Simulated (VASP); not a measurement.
Input:

```
Mo
1.0
   -1.55909     1.55909     1.55909
    1.55909    -1.55909     1.55909
    1.55909     1.55909    -1.55909
Mo
1
Cartesian
  0.00000   0.00000   0.00000
```

These are rev-vdW-DF2, VASP's PBE PAW potentials (set 64) (plane waves; VASP) values and carry that method's errors. Settings: 520 eV cut-off, 16×16×16 Γ-centred mesh, first-order Methfessel-Paxton smearing of 0.10 eV, potentials Mo_sv.

**Question.** What does the run give for the energy per atom (σ→0), pressure, band gap (on the k-mesh) with the smallest direct gap where there is one?

**Answer.** 
```json
{
 "band gap (on the k-mesh)": "none (metal, semimetal or under 0.01 eV)",
 "energy per atom (σ→0)": "-8.385 eV/atom",
 "pressure": "8.18 GPa"
}
```

The absolute energy has meaning only against runs of the same code, potentials and settings.

The compound is Mo in the bcc structure. This cell is one point of a volume scan, at 0.97 of the reference volume.
